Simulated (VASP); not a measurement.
# TiB2 under strain, part 2 of 2

How does the pressure of TiB2 answer to a change of volume? The bands are shown for each cell. All runs use LDA. Left out of this account: 1 further run (fields: a reference on another mesh). The start is a cell from a database of measured crystal structures.

VASP 6.6.1; LDA; plane waves and PAW (Ti_sv, B).

So far, pressure (GPa): step 2 (bands, cell as listed) -10.9; step 3 (cell volume +4.0 %) -19.5; step 4 (cell volume +8.0 %) -26.6; step 5 (bands, sheared, principal strains -3.5, +1.5, +2.0 %) -9.58.

## Step 6: Bands, volume times 0.96

The cell is compressed evenly, with fractional positions held.

Contents of INCAR:

```
SYSTEM = TiB2
PREC = Accurate
ENCUT = 420
EDIFF = 1E-06
NELM = 100
ISMEAR = -1
SIGMA = 0.05
LREAL = .FALSE.
ALGO = Normal
GGA = CA
NBANDS = 22
LASPH = .TRUE.
LORBIT = 11
LWAVE = .FALSE.
LCHARG = .FALSE.
KPAR = 4
```

Contents of POSCAR:

```
TiB2
1.0
    2.9882598462      0.0000000000      0.0000000000
   -1.4941299231      2.5879089399      0.0000000000
    0.0000000000      0.0000000000      3.1847676243
Ti B
1 2
Direct
    0.0000000000      0.0000000000      0.0000000000
    0.3333333333      0.6666666667      0.5000000000
    0.6666666667      0.3333333333      0.5000000000
```

Contents of KPOINTS:

```
Automatic mesh
0
Gamma
11 11 9
0 0 0
```

Contents of KPOINTS_OPT:

```
Line mode
16
Line-mode
Reciprocal
  0.00000000   0.00000000   0.00000000 GAMMA
  0.50000000   0.00000000   0.00000000 M

  0.50000000   0.00000000   0.00000000 M
  0.33333333   0.33333333   0.00000000 K

  0.33333333   0.33333333   0.00000000 K
  0.00000000   0.00000000   0.00000000 GAMMA

  0.00000000   0.00000000   0.00000000 GAMMA
  0.00000000   0.00000000   0.50000000 A

  0.00000000   0.00000000   0.50000000 A
  0.50000000   0.00000000   0.50000000 L

  0.50000000   0.00000000   0.50000000 L
  0.33333333   0.33333333   0.50000000 H

  0.33333333   0.33333333   0.50000000 H
  0.00000000   0.00000000   0.50000000 A

  0.50000000   0.00000000   0.50000000 L
  0.50000000   0.00000000   0.00000000 M

  0.33333333   0.33333333   0.00000000 K
  0.33333333   0.33333333   0.50000000 H
```

Potentials, in the order of the species: Ti_sv and B (LDA family, release 64).

Started as:

```console
> mpirun -np 4 vasp_std
```

It took 15 s on 4 MPI ranks of Intel Xeon Platinum 8488C (Sapphire Rapids), shared host; peak memory 0.66 GiB.

This step gave:

| Item | Value |
| --- | --- |
| irreducible k-points | 80 |
| symmetry operations | 24 |
| free energy (TOTEN) | -26.92 eV |
| energy at zero smearing | -26.92 eV |
| Fermi energy | 10.35 eV |
| pressure | -0.4306 GPa |

Electronic bands along the path, in eV, zero at the Fermi level; # counts the bands kept:

| point | #2 | #3 | #4 | #5 | #6 | #7 | #8 | #9 |
| --- | --- | --- | --- | --- | --- | --- | --- | --- |
| Γ | -2.64 | -2.64 | -2.23 | -2.18 | 2.03 | 2.03 | 3.87 | 3.87 |
| 0.53 of the way | -5.50 | -2.97 | -2.90 | -1.90 | 1.69 | 2.25 | 2.64 | 3.59 |
| M | -9.05 | -3.30 | -3.25 | -2.33 | 1.44 | 2.93 | 3.44 | 3.54 |
| 0.53 of the way | -8.81 | -5.51 | -2.89 | -0.33 | -0.30 | 2.26 | 2.98 | 5.66 |
| K | -8.18 | -7.44 | -1.89 | -1.89 | 1.47 | 1.47 | 2.12 | 7.27 |
| 0.47 of the way | -5.67 | -4.30 | -2.98 | -0.86 | 0.94 | 1.53 | 3.10 | 4.63 |
| Γ | -2.64 | -2.64 | -2.23 | -2.18 | 2.03 | 2.03 | 3.87 | 3.87 |
| 0.53 of the way | -5.72 | -1.88 | -1.88 | 0.58 | 0.58 | 0.58 | 2.38 | 2.38 |
| A | -7.64 | -0.50 | -0.50 | -0.15 | -0.15 | 0.48 | 0.48 | 1.75 |
| 0.53 of the way | -5.97 | -4.96 | -3.71 | -1.58 | 1.73 | 2.22 | 2.93 | 3.65 |
| L | -7.47 | -4.73 | -3.89 | -3.01 | 2.65 | 3.12 | 4.83 | 4.86 |
| 0.47 of the way | -7.65 | -5.22 | -3.57 | -3.09 | 2.66 | 3.52 | 4.45 | 4.79 |
| H | -8.55 | -5.72 | -3.13 | -3.13 | 2.67 | 4.59 | 4.59 | 4.80 |
| 0.47 of the way | -5.48 | -5.42 | -4.39 | -1.94 | 2.03 | 2.43 | 3.27 | 4.20 |
| A | -7.64 | -0.50 | -0.50 | -0.15 | -0.15 | 0.48 | 0.48 | 1.75 |
| jump to L | -7.47 | -4.73 | -3.89 | -3.01 | 2.65 | 3.12 | 4.83 | 4.86 |
| 0.47 of the way | -8.51 | -4.18 | -3.13 | -2.80 | 1.99 | 3.03 | 3.25 | 4.99 |
| M | -9.05 | -3.30 | -3.25 | -2.33 | 1.44 | 2.93 | 3.44 | 3.54 |
| jump to K | -8.18 | -7.44 | -1.89 | -1.89 | 1.47 | 1.47 | 2.12 | 7.27 |
| 0.47 of the way | -8.34 | -6.74 | -2.61 | -2.61 | 2.39 | 2.76 | 2.76 | 6.25 |
| H | -8.55 | -5.72 | -3.13 | -3.13 | 2.67 | 4.59 | 4.59 | 4.80 |

Of the projections kept (Ti, B), the largest for each band there; the rest of the weight can lie on other orbitals:

| point | #2 | #3 | #4 | #5 | #6 | #7 | #8 | #9 |
| --- | --- | --- | --- | --- | --- | --- | --- | --- |
| Γ | B 0.57 | B 0.57 | B 0.82 | Ti 0.99 | Ti 1.00 | Ti 1.00 | Ti 0.64 | Ti 0.64 |
| M | B 0.87 | Ti 0.61 | B 0.93 | Ti 0.90 | Ti 1.00 | Ti 0.98 | Ti 0.91 | B 0.90 |
| K | B 0.84 | B 0.72 | Ti 0.67 | Ti 0.67 | Ti 0.86 | Ti 0.86 | Ti 0.89 | Ti 0.57 |
| Γ | B 0.57 | B 0.57 | B 0.82 | Ti 0.99 | Ti 1.00 | Ti 1.00 | Ti 0.64 | Ti 0.64 |
| A | B 0.54 | B 1.00 | B 1.00 | Ti 0.86 | Ti 0.86 | Ti 1.00 | Ti 1.00 | Ti 0.93 |
| L | B 0.88 | B 0.68 | Ti 0.72 | B 0.65 | Ti 0.99 | Ti 1.00 | Ti 0.84 | Ti 0.76 |

 The pressure is -0.43 GPa.

Of the bands kept, 2 cross the Fermi level on this path.

## Step 7: Bands, volume times 0.92

The cell is scaled evenly once more. A prediction first. A parabola through the 4 pressures of evenly scaled cells so far, P = -10.92 -238.2 t +453 t² GPa with t = ln(V/V₁) and V₁ the volume at scale 1, gives 12.10 GPa at t = -0.0834.

INCAR is that of step 6.

Contents of POSCAR:

```
TiB2
1.0
    2.9461660724      0.0000000000      0.0000000000
   -1.4730830362      2.5514546624      0.0000000000
    0.0000000000      0.0000000000      3.1399057666
Ti B
1 2
Direct
    0.0000000000      0.0000000000      0.0000000000
    0.3333333333      0.6666666667      0.5000000000
    0.6666666667      0.3333333333      0.5000000000
```

KPOINTS is that of step 6.

KPOINTS_OPT is that of step 6.

Started as:

```console
> mpirun -np 4 vasp_std
```

Elapsed: 16 s, on 4 MPI ranks; peak memory 0.66 GiB; 60 s of CPU time.

Numbers from this step:

```
free energy (TOTEN)     : -26.88 eV
energy at zero smearing : -26.88 eV
Fermi energy            : 10.84 eV
pressure                : 12.44 GPa
```

Electronic bands along the path, in eV, zero at the Fermi level; # counts the bands kept:

| point | #2 | #3 | #4 | #5 | #6 | #7 | #8 | #9 |
| --- | --- | --- | --- | --- | --- | --- | --- | --- |
| Γ | -2.74 | -2.74 | -2.29 | -2.24 | 2.16 | 2.16 | 4.08 | 4.08 |
| 0.47 of the way | -5.07 | -2.95 | -2.91 | -1.97 | 1.87 | 2.38 | 2.82 | 3.58 |
| M | -9.11 | -3.43 | -3.31 | -2.44 | 1.53 | 3.11 | 3.66 | 3.67 |
| 0.47 of the way | -8.93 | -5.29 | -3.11 | -0.62 | -0.06 | 2.52 | 3.27 | 5.56 |
| K | -8.26 | -7.65 | -1.98 | -1.98 | 1.55 | 1.55 | 2.24 | 7.62 |
| 0.47 of the way | -5.77 | -4.40 | -3.07 | -0.91 | 1.00 | 1.61 | 3.29 | 4.89 |
| Γ | -2.74 | -2.74 | -2.29 | -2.24 | 2.16 | 2.16 | 4.08 | 4.08 |
| 0.47 of the way | -5.39 | -2.13 | -2.13 | 0.30 | 0.83 | 0.83 | 2.83 | 2.83 |
| A | -7.81 | -0.50 | -0.50 | -0.16 | -0.16 | 0.51 | 0.51 | 1.86 |
| 0.53 of the way | -6.08 | -5.07 | -3.84 | -1.64 | 1.83 | 2.36 | 3.12 | 3.85 |
| L | -7.55 | -4.90 | -4.04 | -3.00 | 2.82 | 3.32 | 5.14 | 5.16 |
| 0.53 of the way | -7.85 | -5.45 | -3.60 | -3.12 | 2.83 | 3.87 | 4.73 | 5.11 |
| H | -8.73 | -5.82 | -3.20 | -3.20 | 2.84 | 4.90 | 4.90 | 5.08 |
| 0.47 of the way | -5.56 | -5.55 | -4.52 | -2.02 | 2.16 | 2.59 | 3.49 | 4.43 |
| A | -7.81 | -0.50 | -0.50 | -0.16 | -0.16 | 0.51 | 0.51 | 1.86 |
| jump to L | -7.55 | -4.90 | -4.04 | -3.00 | 2.82 | 3.32 | 5.14 | 5.16 |
| 0.53 of the way | -8.87 | -4.15 | -3.22 | -2.76 | 2.14 | 3.08 | 3.20 | 5.13 |
| M | -9.11 | -3.43 | -3.31 | -2.44 | 1.53 | 3.11 | 3.66 | 3.67 |
| jump to K | -8.26 | -7.65 | -1.98 | -1.98 | 1.55 | 1.55 | 2.24 | 7.62 |
| 0.47 of the way | -8.47 | -6.90 | -2.69 | -2.69 | 2.53 | 2.93 | 2.93 | 6.60 |
| H | -8.73 | -5.82 | -3.20 | -3.20 | 2.84 | 4.90 | 4.90 | 5.08 |

Of the projections kept (Ti, B), the largest for each band there; the rest of the weight can lie on other orbitals:

| point | #2 | #3 | #4 | #5 | #6 | #7 | #8 | #9 |
| --- | --- | --- | --- | --- | --- | --- | --- | --- |
| Γ | B 0.57 | B 0.57 | Ti 0.99 | B 0.82 | Ti 1.00 | Ti 1.00 | Ti 0.63 | Ti 0.63 |
| M | B 0.86 | Ti 0.60 | B 0.93 | Ti 0.90 | Ti 1.00 | Ti 0.98 | Ti 0.91 | B 0.90 |
| K | B 0.83 | B 0.71 | Ti 0.67 | Ti 0.67 | Ti 0.85 | Ti 0.85 | Ti 0.89 | Ti 0.57 |
| Γ | B 0.57 | B 0.57 | Ti 0.99 | B 0.82 | Ti 1.00 | Ti 1.00 | Ti 0.63 | Ti 0.63 |
| A | B 0.54 | B 1.00 | B 1.00 | Ti 0.85 | Ti 0.85 | Ti 1.00 | Ti 1.00 | Ti 0.93 |
| L | B 0.87 | B 0.68 | Ti 0.72 | B 0.64 | Ti 0.99 | Ti 1.00 | Ti 0.76 | Ti 0.83 |

 The pressure is 12.44 GPa. The parabola predicted 12.10 GPa, -0.34 GPa off.

## Step 8: Bands, atoms displaced by up to 0.09 Å

The atoms are moved off their sites at random, as a crude picture of disorder.

INCAR is that of step 7.

Contents of POSCAR:

```
TiB2
1.0
    3.0292000000      0.0000000000      0.0000000000
   -1.5146000000      2.6233641531      0.0000000000
    0.0000000000      0.0000000000      3.2284000000
Ti B
1 2
Direct
   -0.0087690000      0.0075620000     -0.0158200000
    0.3163360000      0.6657450000      0.5094240000
    0.6485310000      0.3332060000      0.4780380000
```

KPOINTS is that of step 7.

KPOINTS_OPT is that of step 7.

Started as:

```console
> mpirun -np 4 vasp_std
```

Run time: 51 s. Hardware: 4 MPI ranks; peak memory 1.6 GiB; 3.3 min of CPU time.

Numbers from this step:

```
irreducible k-points    : 545
symmetry operations     : 1
free energy (TOTEN)     : -26.84 eV
energy at zero smearing : -26.84 eV
Fermi energy            : 9.891 eV
pressure                : -10.57 GPa
```

The electronic bands at the labelled points (eV, zero at the Fermi level; # counts the bands kept):

| point | #2 | #3 | #4 | #5 | #6 | #7 | #8 | #9 |
| --- | --- | --- | --- | --- | --- | --- | --- | --- |
| Γ | -2.58 | -2.54 | -2.34 | -1.97 | 1.89 | 1.90 | 3.68 | 3.70 |
| 0.47 of the way | -4.86 | -2.81 | -2.77 | -1.79 | 1.64 | 2.11 | 2.55 | 3.24 |
| M | -8.99 | -3.21 | -3.18 | -2.19 | 1.34 | 2.76 | 3.23 | 3.37 |
| 0.47 of the way | -8.79 | -5.06 | -2.89 | -0.56 | -0.08 | 2.25 | 2.90 | 5.08 |
| K | -8.09 | -7.23 | -1.85 | -1.82 | 1.38 | 1.42 | 2.00 | 6.93 |
| 0.53 of the way | -5.08 | -3.77 | -2.84 | -1.16 | 1.18 | 1.69 | 2.76 | 3.93 |
| Γ | -2.58 | -2.54 | -2.34 | -1.97 | 1.89 | 1.90 | 3.68 | 3.70 |
| 0.47 of the way | -5.20 | -2.02 | -1.97 | 0.27 | 0.72 | 0.75 | 2.56 | 2.58 |
| A | -7.48 | -0.58 | -0.50 | -0.16 | -0.11 | 0.48 | 0.50 | 1.65 |
| 0.53 of the way | -5.88 | -4.85 | -3.59 | -1.53 | 1.62 | 2.09 | 2.76 | 3.49 |
| L | -7.35 | -4.57 | -3.77 | -3.02 | 2.48 | 2.94 | 4.49 | 4.60 |
| 0.47 of the way | -7.51 | -5.07 | -3.46 | -3.08 | 2.50 | 3.32 | 4.18 | 4.46 |
| H | -8.37 | -5.59 | -3.09 | -3.07 | 2.51 | 4.21 | 4.28 | 4.54 |
| 0.53 of the way | -5.83 | -4.70 | -3.91 | -1.55 | 1.63 | 2.13 | 2.80 | 3.57 |
| A | -7.48 | -0.58 | -0.50 | -0.16 | -0.11 | 0.48 | 0.50 | 1.65 |
| jump to L | -7.35 | -4.57 | -3.77 | -3.02 | 2.48 | 2.94 | 4.49 | 4.60 |
| 0.47 of the way | -8.34 | -4.06 | -3.13 | -2.66 | 1.86 | 2.85 | 3.07 | 4.63 |
| M | -8.99 | -3.21 | -3.18 | -2.19 | 1.34 | 2.76 | 3.23 | 3.37 |
| jump to K | -8.09 | -7.23 | -1.85 | -1.82 | 1.38 | 1.42 | 2.00 | 6.93 |
| 0.53 of the way | -8.24 | -6.39 | -2.68 | -2.66 | 2.31 | 2.85 | 2.86 | 5.73 |
| H | -8.37 | -5.59 | -3.09 | -3.07 | 2.51 | 4.21 | 4.28 | 4.54 |

Of the projections kept (Ti, B), the largest for each band there; the rest of the weight can lie on other orbitals:

| point | #2 | #3 | #4 | #5 | #6 | #7 | #8 | #9 |
| --- | --- | --- | --- | --- | --- | --- | --- | --- |
| Γ | B 0.57 | B 0.56 | B 0.51 | Ti 0.69 | Ti 1.00 | Ti 1.00 | Ti 0.64 | Ti 0.64 |
| M | B 0.87 | Ti 0.57 | B 0.89 | Ti 0.89 | Ti 1.00 | Ti 0.99 | Ti 0.91 | B 0.88 |
| K | B 0.84 | B 0.72 | Ti 0.67 | Ti 0.68 | Ti 0.87 | Ti 0.87 | Ti 0.90 | Ti 0.58 |
| Γ | B 0.57 | B 0.56 | B 0.51 | Ti 0.69 | Ti 1.00 | Ti 1.00 | Ti 0.64 | Ti 0.64 |
| A | B 0.55 | B 0.88 | B 0.89 | Ti 0.82 | Ti 0.77 | Ti 0.98 | Ti 0.97 | Ti 0.94 |
| L | B 0.88 | B 0.68 | Ti 0.72 | B 0.66 | Ti 0.99 | Ti 1.00 | Ti 0.85 | Ti 0.76 |

Force by atom:

| atom | x (eV/Å) | y (eV/Å) | z (eV/Å) | size |
| --- | --- | --- | --- | --- |
| Ti1 | -0.202 | -0.299 | 0.411 | 0.546 |
| B2 | 0.028 | 0.184 | -0.813 | 0.834 |
| B3 | 0.174 | 0.114 | 0.402 | 0.453 |

 The pressure is -10.57 GPa, and the symmetry operations fall from 24 to 1.

## Step 9: The runs together

```
                                         cell     mesh  pressure (GPa)  gap (eV)
                               cell as listed  11×11×9          -10.94      none
                            volume times 1.04  11×11×9          -19.54      none
                            volume times 1.08  11×11×9          -26.58      none
sheared, principal strains -3.5, +1.5, +2.0 %  11×11×9           -9.58      none
                            volume times 0.96  11×11×9           -0.43      none
                            volume times 0.92  11×11×9           12.44      none
              atoms displaced by up to 0.09 Å  11×11×9          -10.57      none
```

## Step 10: What came out

| Item | Value |
| --- | --- |
| pressure, cell as listed | -10.9 GPa |
| pressure, volume times 1.04 | -19.5 GPa |
| pressure, volume times 1.08 | -26.6 GPa |
| pressure, sheared, principal strains -3.5, +1.5, +2.0 % | -9.58 GPa |
| pressure, volume times 0.96 | -0.431 GPa |
| pressure, volume times 0.92 | 12.4 GPa |
| pressure, atoms displaced by up to 0.09 Å | -10.6 GPa |
| bulk modulus at the listed volume, shape and positions held | 240 GPa |

In words: The slope of pressure against ln V at the listed volume gives a bulk modulus of 240 GPa at fixed shape and positions (not that of equilibrium, since the cell bears -10.9 GPa there).

[Lines on the potential files, build, host, timing and source positions are cut from VASP's logs without a mark.]

[Logs are printed without paths, hosts, clocks, repeated set-up lines and the standing remarks that a program may print on its own settings, such as how far it seeks lower states.]

[Hosts, paths, dates, database ids (printed as entryN), source tags and the programs' standing remarks are cut or masked in the printed files.]

[A measured line is paired with the nearest computed mode of its activity, which favours agreement.]
